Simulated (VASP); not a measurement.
Given:

```yaml
crystal:
  lattice:
    - [1.80394, -3.12451, 0.00000]
    - [1.80394, 3.12451, 0.00000]
    - [0.00000, 0.00000, 5.55626]
  atoms:
    - { symbol: Ho, position: [0.33333, 0.66667, 0.25000] }
    - { symbol: Ho, position: [0.66667, 0.33333, 0.75000] }
```

Level of theory: PBE GGA, VASP's PBE PAW potentials (set 64) (plane waves; VASP). Numerical set-up: 400 eV cut-off, 11×11×6 Γ-centred mesh, first-order Methfessel-Paxton smearing of 0.10 eV, potentials Ho_3.

The 4f electrons are frozen in the core of the lanthanide potential, so 4f levels, which can set the real gap, and their magnetism are missing.

What does the run give for the energy per atom (σ→0), band gap (on the k-mesh) with the smallest direct gap where there is one?

The band gap (on the k-mesh) comes out as none (metal, semimetal or under 0.01 eV) and the energy per atom (σ→0) comes out as -4.518 eV/atom.

Only differences to runs with the same potentials and settings are physical.

The compound is Ho in the hcp structure. It was relaxed first. The start is the result of an earlier pass.
